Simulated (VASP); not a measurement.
Output of a VASP run:

File OSZICAR:
```
       N       E                     dE             d eps       ncg     rms          rms(c)
DAV:   1     0.336164783636E+03    0.33616E+03   -0.17753E+04   520   0.146E+03
DAV:   2     0.239683303835E+02   -0.31220E+03   -0.30666E+03   658   0.292E+02
DAV:   3    -0.127939128070E+02   -0.36762E+02   -0.36506E+02   590   0.116E+02
DAV:   4    -0.142588661690E+02   -0.14650E+01   -0.14620E+01   662   0.278E+01
DAV:   5    -0.143051295179E+02   -0.46263E-01   -0.46253E-01   798   0.441E+00    0.387E+00
DAV:   6    -0.140002344866E+02    0.30490E+00   -0.53051E-01   626   0.387E+00    0.257E+00
DAV:   7    -0.139692597145E+02    0.30975E-01   -0.34279E-01   648   0.246E+00    0.104E+00
DAV:   8    -0.139749449325E+02   -0.56852E-02   -0.47598E-02   596   0.154E+00    0.271E-01
DAV:   9    -0.139746069629E+02    0.33797E-03   -0.39121E-03   620   0.473E-01    0.123E-01
DAV:  10    -0.139748918202E+02   -0.28486E-03   -0.90721E-04   624   0.168E-01    0.617E-02
DAV:  11    -0.139749421221E+02   -0.50302E-04   -0.33001E-04   594   0.126E-01    0.230E-02
DAV:  12    -0.139749459316E+02   -0.38095E-05   -0.38569E-05   628   0.422E-02    0.224E-02
DAV:  13    -0.139749449261E+02    0.10055E-05   -0.17493E-06   458   0.972E-03    0.973E-03
DAV:  14    -0.139749441773E+02    0.74887E-06   -0.23833E-06   460   0.113E-02
   1 F= -.13974944E+02 E0= -.13974944E+02  d E =-.139749E+02
```

**OUTCAR**
```
------------------------ aborting loop because EDIFF is reached ----------------------------------------
  FORCE on cell =-STRESS in cart. coord.  units (eV):
  Direction    XX          YY          ZZ          XY          YZ          ZX
  --------------------------------------------------------------------------------------
  Total       -0.0112795     -0.0112795     -0.0112795     -0.0000000      0.0000000     -0.0000000
  in kB       -0.0721333     -0.0721333     -0.0721333     -0.0000000      0.0000000     -0.0000000
  external PRESSURE =      -0.0721333 kB  Pullay stress =       0.0000000 kB
  volume of cell :      250.53
      direct lattice vectors                 reciprocal lattice vectors
     6.304082638  0.000000000  0.000000000     0.158627362  0.000000000  0.000000000
     0.000000000  6.304082638  0.000000000     0.000000000  0.158627362  0.000000000
     0.000000000  0.000000000  6.304082638     0.000000000  0.000000000  0.158627362
 POSITION                                       TOTAL-FORCE (eV/Angst)
 -----------------------------------------------------------------------------------
      0.00000      0.00000      0.00000         0.000000      0.000000      0.000000
      3.15204      3.15204      3.15204         0.000000      0.000000      0.000000
      3.15204      0.00000      3.15204         0.000000      0.000000      0.000000
      0.00000      3.15204      3.15204         0.000000      0.000000      0.000000
      3.15204      3.15204      0.00000         0.000000      0.000000      0.000000
 -----------------------------------------------------------------------------------
    total drift:                                0.000000     -0.000000     -0.000000
  FREE ENERGIE OF THE ION-ELECTRON SYSTEM (eV)
  ---------------------------------------------------
  free  energy   TOTEN  =       -13.9749441773 eV

  energy  without entropy=      -13.9749441773  energy(sigma->0) =      -13.97494418

 reached required accuracy - stopping structural energy minimisation
```
(Selected blocks of OUTCAR.)

POSCAR:
```
CsSnI3
1
    6.3040826380     0.0000000000    -0.0000000000
    0.0000000000     6.3040826380    -0.0000000000
    0.0000000000     0.0000000000     6.3040826380
Cs Sn I
1 1 3
Direct
  0.0000000000   0.0000000000   0.0000000000
  0.5000000000   0.5000000000   0.5000000000
  0.5000000000   0.0000000000   0.5000000000
  0.0000000000   0.5000000000   0.5000000000
  0.5000000000   0.5000000000   0.0000000000
```

Task: Reconstruct the remaining input files.

Result: One answer among several that fit: the input of the run itself, PBE GGA, plane waves, VASP's PBE PAW potentials (set 64).

### INCAR
```
SYSTEM = CsSnI3
PREC = Accurate; ENCUT = 500; LREAL = .False.
LASPH = .True.
EDIFF = 1E-6; NELM = 100; ALGO = Normal
LMAXMIX = 4
ISMEAR = 0; SIGMA = 0.05
GGA = PE
IBRION = 2; NSW = 40; ISIF = 3
EDIFFG = -0.02
LWAVE = .False.; LCHARG = .False.
```

**KPOINTS**
```
Automatic mesh
0
Gamma
 4 4 4
```

POTCAR, in this order: Cs_sv Sn_d I (PBE.64 set). Program: vasp_std.

The compound is CsSnI3 in the cubic perovskite structure, the ideal cubic form; the compound distorts at low or room temperature. It was relaxed first.
